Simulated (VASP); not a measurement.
Sc3Te: relaxation of cell and atoms with PBE+TS-HI

The system is Sc3Te.

```
CELL_PARAMETERS angstrom
0.00000 3.56950 3.56950
3.56950 0.00000 3.56950
3.56950 3.56950 0.00000
ATOMIC_POSITIONS crystal
Sc 0.25000 0.25000 0.25000
Sc 0.75000 0.75000 0.75000
Sc 0.50000 0.50000 0.50000
Te 0.00000 0.00000 0.00000
```

The cell was built by a generator and needn't be a form met in nature.

```yaml
Program: VASP 6.6.1
Task: relaxation of cell and atoms
Functional: PBE
Dispersion: TS-HI
Potentials_or_basis: VASP PAW PBE potentials, release 64 (Sc_sv, Te)
Cutoff: 600 eV
k_mesh: 5 × 5 × 5
Occupations: fermi-dirac, width 0.05 eV
Spin: no spin polarisation
Further_INCAR_settings: ALGO = Normal; EDIFF = 1e-07; IBRION = 2; EDIFFG = -0.01; NSW = 60; ISIF = 3
```

* Relaxed volume: 21.11 Å³/atom
* Relaxed cell: a = 4.925 Å, b = 4.925 Å, c = 4.925 Å, α = 60.00°, β = 60.00°, γ = 60.00°
* Space group after relaxing (to 0.05 Å): Fm-3m (No. 225)
* Energy gained by relaxing: 11.4 meV/atom
* Ionic steps: 4
* Pressure after relaxing: 0.0 GPa
* Band gap on the k mesh: none (metal or under the smearing width)
* Hirshfeld charges: Sc +0.06, +0.01; Te -0.13 e
* Dispersion energy per atom: -0.491 eV

Step by step:
```tsv
step	energy change (eV)	largest force (eV/Å)	pressure (GPa)	volume (Å³)
1	0.0000	0.0000	-4.20	90.96
2	-0.0354	0.0000	0.83	83.33
3	-0.0499	0.0000	-1.61	86.73
4	-0.0455	0.0000	0.03	84.45
```

Final structure:
```yaml
crystal:
  lattice:
    - [0.00000, 3.48221, 3.48221]
    - [3.48221, 0.00000, 3.48221]
    - [3.48221, 3.48221, 0.00000]
  atoms:
    - { symbol: Sc, position: [0.25000, 0.25000, 0.25000] }
    - { symbol: Sc, position: [0.75000, 0.75000, 0.75000] }
    - { symbol: Sc, position: [0.50000, 0.50000, 0.50000] }
    - { symbol: Te, position: [0.00000, 0.00000, 0.00000] }
```

Levels at points of the mesh, in eV from the Fermi level:
```csv
k point,band 16,band 17,band 18,band 19,band 20,band 21,band 22,band 23
"(0.00, 0.00, 0.00)",-4.35,-1.79,-1.53,-1.53,-0.03,-0.03,-0.03,2.39
```

Wall time 15 min on 1 thread of Intel(R) Xeon(R) Platinum 8375C CPU @ 2.90GHz (Ice Lake), with other jobs on the host, peak memory 0.25 GiB.

Caveat: pairwise dispersion overbinds metals, which lowers pressure and volume. Spin-orbit coupling is left out, which matters for the levels of Te.
